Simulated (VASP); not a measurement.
Consider the following.

CsPbBr3 has the cubic space group Pm-3m (No. 221), the cubic perovskite structure, Pearson symbol cP5. Cell: a = b = c = 6.009 Å, α = β = γ = 90.00°. Cs on 1a is surrounded by 12 Br at 4.249 Å (cuboctahedral). Pb on 1b is coordinated by 6 Br at 3.004 Å (octahedral). Br on 3c sees 2 Pb at 3.004 Å and 4 Cs at 4.249 Å (octahedral). (Neighbours: up to the widest gap in distance over summed covalent radii, below 1.35, at either atom; cation-cation and far metal-metal contacts left out.)

Calculation: PW91 GGA, VASP's PBE PAW potentials (set 64) (plane waves; VASP). Settings: 520 eV cut-off, 4×4×4 Γ-centred mesh, Gaussian smearing of 0.050 eV, potentials Cs_sv Pb_d Br.

### Question
Give the energy at these volumes per atom, relative to the lowest: 40.59, 41.88, 43.18, 44.47, 45.77 Å³.

### Answer
11.9, 3.2, 0.0, 1.4, 6.8 meV/atom. A third-order Birch-Murnaghan fit gives B0 = 18.6 GPa and B0′ = 4.7.

The compound is CsPbBr3 in the cubic perovskite structure, the ideal cubic form; the compound distorts at low or room temperature. It was relaxed first, which changed the volume by +7 %.
